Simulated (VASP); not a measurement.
Given:

```
YN
1.0
    3.18209     0.00000     0.00000
   -1.59104     2.75577     0.00000
    0.00000     0.00000     3.10556
Y N
1 1
Cartesian
  0.00000   0.00000   0.00000
  1.59104   0.91859   1.55278
```

Computed with r2SCAN meta-GGA, VASP's PBE PAW potentials (set 64) (plane waves; VASP). Settings: 520 eV cut-off, 9×9×8 Γ-centred mesh, Gaussian smearing of 0.050 eV, potentials Y_sv N.

Energy and stress use the plane-wave basis of the starting cell.

Problem. The ions, cell shape and volume are relaxed. Which structure does the run end with?

Solution. 
```
YN
1.0
    3.34170     0.00000     0.00000
   -1.67085     2.89399     0.00000
    0.00000     0.00000     3.04290
Y N
1 1
Direct
  0.00000   0.00000   0.00000
  0.66667   0.33333   0.50000
```
Space group P-6m2 (187), at a tolerance of 0.03 Å.

Problem. How do energy and volume change from the first to the last step?

Solution. The energy (σ→0) changes by -105.1 meV/atom and the volume by +8.1 %, in 7 ionic steps.

The structure was generated: YN was put into the WC type (P-6m2), which need not be its known phase. This run relaxes it. Symmetry was kept, so distortions that lower it aren't found.
